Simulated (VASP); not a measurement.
```
CELL_PARAMETERS angstrom
      1.84819    -3.20116     0.00000
      1.84819     3.20116     0.00000
      0.00000     0.00000     5.63987
ATOMIC_POSITIONS crystal
  Gd 0.33333 0.66667 0.25000
  Gd 0.66667 0.33333 0.75000
```

Level of theory: r2SCAN meta-GGA, VASP's PBE PAW potentials (set 64) (plane waves; VASP). Settings: 480 eV cut-off, 10×10×6 Γ-centred mesh, first-order Methfessel-Paxton smearing of 0.10 eV, potentials Gd_3.

The 4f electrons are frozen in the core of the lanthanide potential, so 4f levels, which can set the real gap, and their magnetism are missing.

Each row applies one change to this cell, which was relaxed at other settings and keeps the small stress of the first row; at a fixed cut-off the stress holds a Pulay part, so it need not integrate to ΔE exactly. Stress is in GPa, positive when the cell is compressed.

```
change                                 ΔE (meV/atom)    σxx    σyy   σzz  largest shear component, with its sign (GPa)  largest force (eV/Å)
-------------------------------------  -------------  -----  -----  ----  --------------------------------------------  --------------------
none                                             0.0   0.01   0.01  0.01                                          0.00                 0.000
isotropic strain of -3.0 %                      34.2   3.79   3.79  4.32                                          0.00                 0.000
atom 2 (Gd) moved by -0.200 Å along z           41.2  -0.34  -0.34  1.18                                          0.00                 0.809
atom 1 (Gd) moved by 0.025 Å along z             0.7   0.00   0.00  0.02                                          0.00                 0.102
atom 2 (Gd) moved by 0.075 Å along y             2.1  -0.36   0.29  0.07                                          0.00                 0.112
```

Failed runs are left out, and for metals the shear rows, which the mesh's noise covers.

The compound is Gd in the hcp structure.
